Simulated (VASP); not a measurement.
Data:

```
MnF2
1.0
    4.86921     0.00000     0.00000
    0.00000     4.86921     0.00000
    0.00000     0.00000     3.31042
Mn F
2 4
Direct
  0.00000   0.00000   0.00000
  0.50000   0.50000   0.50000
  0.30310   0.30310   0.00000
  0.80310   0.19690   0.50000
  0.19690   0.80310   0.50000
  0.69690   0.69690   0.00000
```
Starting moments (μB, in the order of the record's atoms Mn Mn F F F F): 4.5 -4.5 0.0 0.0 0.0 0.0.

Computed with optB88-vdW, VASP's PBE PAW potentials (set 64) (plane waves; VASP). Run with 520 eV cut-off, 5×5×8 Γ-centred mesh, tetrahedra with Blöchl corrections, potentials Mn_pv F.

The cores are frozen, which limits the accuracy of field gradients.

**Question.** Give the principal components of the electric field gradient (V/Å²) and the asymmetry η at each nucleus.

**Answer.** 
```
atom    Vxx   Vyy    Vzz     η
----  -----  ----  -----  ----
Mn1   -16.2  -9.7   25.9  0.25
Mn2   -16.2  -9.7   25.9  0.25
F3     44.3  17.8  -62.2  0.43
F4     44.3  17.8  -62.2  0.43
F5     44.3  17.8  -62.2  0.43
F6     44.3  17.8  -62.2  0.43
```

The compound is MnF2 in the rutile structure. It was relaxed first.
